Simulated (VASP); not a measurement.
Write the native input for VASP 6.6.1 that does the following.

| Item | Value |
| --- | --- |
| Task | single point |
| Functional | PBE |
| Potentials or basis | VASP PAW PBE potentials, release 64 (Cr_pv, As) |
| Cutoff | 520 eV |
| k mesh | 6 × 6 × 6 |
| Occupations | fermi-dirac, width 0.05 eV |
| Spin | collinear spin, ferromagnetic start |
| Starting moments | [3.0, 0.0, 0.0, 0.0] μB |
| Further INCAR settings | ALGO = Normal; EDIFF = 1e-07; NBANDS = 26 |

The structure of CrAs3 lies in POSCAR:

```
CrAs3
1.0
    4.4211017500      0.0000000000      0.0000000000
    0.0000000000      4.4211017500      0.0000000000
    0.0000000000      0.0000000000      4.4211017500
Cr As
1 3
Direct
    0.0000000000      0.0000000000      0.0000000000
    0.0000000000      0.5000000000      0.5000000000
    0.5000000000      0.0000000000      0.5000000000
    0.5000000000      0.5000000000      0.0000000000
```

The cell was built by a generator and needn't be a form met in nature.

One way to write it, as run:

INCAR

```
SYSTEM = CrAs3
PREC     = Accurate       ! precision mode
ENCUT    = 520            ! plane-wave cutoff, eV
EDIFF    = 1E-7           ! SCF threshold, eV
ISMEAR   = -1             ! smearing method
SIGMA    = 0.05           ! smearing width, eV
LREAL    = .FALSE.        ! projectors in reciprocal space
LASPH    = .TRUE.         ! aspherical terms in the spheres
NELM     = 120            ! most SCF steps
ALGO     = Normal         ! electronic algorithm
ISIF     = 2              ! what is computed and relaxed
LWAVE    = .FALSE.        ! write WAVECAR
LCHARG   = .TRUE.         ! write CHGCAR
ISPIN    = 2              ! spin polarisation
MAGMOM   = 3 0 0 0        ! initial moments
LORBIT   = 11             ! projections on sites
LMAXMIX  = 4              ! l up to which the mixer works
GGA      = PE             ! functional
LELF     = .TRUE.         ! ELF
LVHAR    = .TRUE.       
NBANDS   = 26             ! bands
```

KPOINTS

```
Automatic mesh
0
G
  6 6 6
  0 0 0
```

Potentials or basis: VASP PAW PBE potentials, release 64 (Cr_pv, As).

Run with:

```sh
$ cat potpaw_PBE.64/Cr_pv/POTCAR potpaw_PBE.64/As/POTCAR > POTCAR
$ mpirun -np 1 vasp_std > vasp.out
```

It gave:

```json
{"Pressure": "-9.7 GPa", "Band gap on the k mesh": "none (metal or under the smearing width)", "Net moment": "3.71 μB per cell", "Site moments": "Cr +3.75; As -0.08 μB", "Valence electrons inside the program's atomic spheres": "Cr 10.38; As 2.58"}
```

Caveat: a cell with one magnetic atom can't hold antiferromagnetic order, which such compounds often take.

Wall time 120 s on 1 thread of Intel(R) Xeon(R) Platinum 8375C CPU @ 2.90GHz (Ice Lake), on a shared host, peak memory 0.27 GiB.
